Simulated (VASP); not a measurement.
Write the native input for VASP 6.6.1 that does the following.

| Item | Value |
| --- | --- |
| Task | relaxation of shape and atoms at fixed volume |
| Functional | PBEsol |
| Potentials or basis | VASP PAW PBE potentials, release 64 (Zr_sv) |
| Cutoff | 600 eV |
| k mesh | 15 × 15 × 7 |
| Occupations | methfessel-paxton, width 0.1 eV |
| Spin | no spin polarisation |
| Further INCAR settings | ALGO = Normal; EDIFF = 1e-07; IBRION = 2; EDIFFG = -0.01; NSW = 40; ISIF = 4 |

The structure of Zr lies in POSCAR:

```
Zr                                      
1.0
    3.2485239695     -0.0000000000      0.0000000000
   -1.6242619848      2.8133042824      0.0000000000
    0.0000000000     -0.0000000000      5.2142775557
  Zr            
     2
Direct
     0.3333333332999970    0.6666666667000030    0.2500000000000000
     0.6666666667000030    0.3333333332999970    0.7500000000000000
```

The cell isn't the ideal one: a relaxed cell with its volume scaled by 1.06.

These files were run (other wordings do the same):

INCAR

```
ALGO     = Normal         # electronic algorithm
EDIFF    = 1E-7           # SCF threshold, eV
EDIFFG   = -0.01          # ionic threshold
ENCUT    = 600            # plane-wave cutoff, eV
GGA      = PS             # functional
IBRION   = 2              # ionic algorithm
ISIF     = 4              # what is computed and relaxed
ISMEAR   = 1              # smearing method
LASPH    = True           # aspherical terms in the spheres
LCHARG   = False          # write CHGCAR
LREAL    = False          # projectors in reciprocal space
LWAVE    = False          # write WAVECAR
NELM     = 80             # most SCF steps
NSW      = 40             # ionic steps
PREC     = Accurate       # precision mode
SIGMA    = 0.1            # smearing width, eV
```

KPOINTS

```
k-points
0
Gamma
  15 15 7
```

Potentials or basis: VASP PAW PBE potentials, release 64 (Zr_sv).

Command:

```bash
$ cat potpaw_PBE.64/Zr_sv/POTCAR > POTCAR
$ mpirun -np 1 vasp_std > vasp.out
```

Results of the run:

The energy gained by relaxing is 0.1 meV/atom and the ionic steps are 3. The pressure after relaxing is -5.3 GPa. The band gap on the k mesh is none (metal or under the smearing width).

Caveat: the PAW data sets were made with another functional, which shifts forces and pressure a little.

Run time: 2.7 min on 1 thread of Intel(R) Xeon(R) Platinum 8488C (Sapphire Rapids) (shared host), peak memory 0.23 GiB.
